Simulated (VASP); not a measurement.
Computed with PBE GGA, VASP's PBE PAW potentials (set 64) (plane waves; VASP).

A VASP calculation is set up with these files.

### INCAR
```
ALGO = Normal
EDIFF = 1E-6
EDIFFG = -0.02
ENCUT = 620
GGA = PE
IBRION = 2
ISIF = 3
ISMEAR = 0
LASPH = .TRUE.
LCHARG = .FALSE.
LREAL = .FALSE.
LWAVE = .FALSE.
NELM = 100
NSW = 40
PREC = Accurate
SIGMA = 0.05
SYSTEM = SiO2
```

KPOINTS:
```
Automatic mesh
0
Gamma
5 5 8
0 0 0
```

File POSCAR:
```
SiO2
1
    4.2311389483     0.0000000000     0.0000000000
    0.0000000000     4.2311389483     0.0000000000
    0.0000000000     0.0000000000     2.6920535013
Si O
2 4
Direct
  0.0000000000   0.0000000000   0.0000000000
  0.5000000000   0.5000000000   0.5000000000
  0.3068069293   0.3068069293   0.0000000000
  0.8068069293   0.1931930707   0.5000000000
  0.1931930707   0.8068069293   0.5000000000
  0.6931930707   0.6931930707   0.0000000000
```

POTCAR, in this order: Si O (PBE.64 set). Program: vasp_std.

Task: What will the output report for the number of irreducible k-points (NKPTS), largest plane-wave count, number of space-group operations, FFT grid (NGX, NGY, NGZ)?

Result: 
```yaml
number of irreducible k-points (NKPTS): 30
largest_plane_wave_count: 1707
number_of_space_group_operations: 16
FFT grid (NGX, NGY, NGZ): 36 × 36 × 24
```

The compound is SiO2 in the rutile structure, stishovite, a high-pressure form. It was relaxed first.
